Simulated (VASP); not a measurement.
Crystal: PmTe.

```
Pm Te
1.0
     4.18125    0.00000    0.00000
    -2.09062    3.62107    0.00000
     0.00000    0.00000    4.08069
Pm Te
1 1
Direct
  0.00000 0.00000 0.00000
  0.66667 0.33333 0.50000
```

The cell comes from a database or a generator and needn't be the stable form of this composition.

Base run:

```yaml
Program: VASP 6.6.1
Functional: LDA
Potentials_or_basis: VASP PAW PBE potentials, release 64 (Pm, Te)
Cutoff: 520 eV
k_mesh: 5 × 5 × 5
Occupations: gaussian, width 0.05 eV
Spin: collinear spin, random start
Starting_moments: "[1.41, 0.0] μB"
Hubbard_terms: Pm f U = 5 eV
```

Its results: band gap on the k mesh none (metal or under the smearing width); pressure 3.7 GPa; net moment 4.98 μB per cell; site moments Pm +4.75; Te -0.04 μB.

Q: The run is repeated on the same cell with these changes: hubbard terms from Pm f U = 5 eV to Pm f U = 6 eV; moments at the start from [1.41, 0.0] to [1.37, 0.0]. What comes out?

A: Band gap on the k mesh none (metal or under the smearing width); pressure -1.2 GPa; net moment 4.79 μB per cell; site moments Pm +4.30; Te -0.04 μB.

Caveats: the magnetic or orbital state may not be the lowest; the PAW data sets were made with another functional, which shifts forces and pressure a little; spin-orbit coupling is left out, which moves the levels of the heavy elements; the U is typed as a test and isn't derived for this compound.
